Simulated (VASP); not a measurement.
```
Lu
1.0
    1.72017    -3.00374     0.00000
    1.72017     3.00374     0.00000
    0.00000     0.00000     5.42286
Lu
2
Direct
  0.33333   0.66667   0.25000
  0.69280   0.35946   0.75000
```

Calculation: PBE GGA with D3 dispersion (zero damping), VASP's PBE PAW potentials (set 64) (plane waves; VASP). Settings: 400 eV cut-off, 11×11×6 Γ-centred mesh, first-order Methfessel-Paxton smearing of 0.10 eV, potentials Lu_3.

Problem. Which forces act on the atoms, in eV/Å?

Solution. 
```
atom      Fx      Fy     Fz
----  ------  ------  -----
Lu1    0.155  -0.011  0.000
Lu2   -0.155   0.011  0.000
```

Problem. Give the stress tensor in GPa (positive for a compressed cell).

Solution. 
```
 0.57  -0.33   0.00
-0.33  -0.01   0.00
 0.00   0.00  -0.51
```
The pressure is its mean diagonal, 0.02 GPa.

The compound is Lu in the hcp structure. The cell was not relaxed at this level, atoms are displaced from their ideal sites. The run is one of a series of settings (IVDW = 11 against the base run), some of them coarse on purpose.
